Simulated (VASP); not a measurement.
An input for Ansatz (written as the equivalent of a VASP run, and not itself run):

Ansatz 0.2 input:
```yaml
crystal:
  lattice:
    - [0.0000000, 2.4085369, 2.4085369]
    - [2.4085369, 0.0000000, 2.4085369]
    - [2.4085369, 2.4085369, 0.0000000]
  atoms:
    - { symbol: Mg, position: [0.0000000, 0.0000000, 0.0000000] }
    - { symbol: S, position: [0.5000000, 0.5000000, 0.5000000] }
kpoints:
  mp_grid: { grid: [9, 9, 9] }
hamiltonian:
  xc: pbe
  pseudopotentials: { kind: paw }
scf:
  occupations: { method: gaussian, width: 0.05 }
  max_iter: 100
relax:
  max_steps: 40
  f_tol: 0.02
  cell: { p_target: 30 }
output: { forces: true, stress: true, eigenvalues: true }
```

Q: Write the VASP files for the same calculation (PBE).

A: This is not unique; one that fits is 
File POSCAR:
```
MgS
1
    0.0000000000     2.4085369437     2.4085369437
    2.4085369437     0.0000000000     2.4085369437
    2.4085369437     2.4085369437     0.0000000000
Mg S
1 1
Direct
  0.0000000000   0.0000000000   0.0000000000
  0.5000000000   0.5000000000   0.5000000000
```

### INCAR
```
# general
SYSTEM  = MgS
PREC    = Accurate
ENCUT   = 500
LREAL   = .False.
LASPH   = .True.

# electronic loop
EDIFF   = 1E-6
NELM    = 100
ALGO    = Normal

# smearing
ISMEAR  = 0
SIGMA   = 0.05

# functional
GGA     = PE

# ions
IBRION  = 2
NSW     = 40
ISIF    = 3
EDIFFG  = -0.02
PSTRESS = 300

# output
LWAVE   = .False.
LCHARG  = .False.
```

KPOINTS:
```
Automatic mesh
0
Gamma
9 9 9
0 0 0
```

POTCAR, in this order: Mg S (PBE.64 set). Program: vasp_std.

Limits of the translation: each code has its own PAW files, so the cut-off isn't converted (ENCUT is set for VASP's; basis.ecutwfc is left out, and Ansatz then takes the one that its files recommend); Ansatz stops its SCF on the density residual and VASP on the energy change (EDIFF).

The compound is MgS in the rock salt structure. It was relaxed first under an external pressure of 30 GPa.
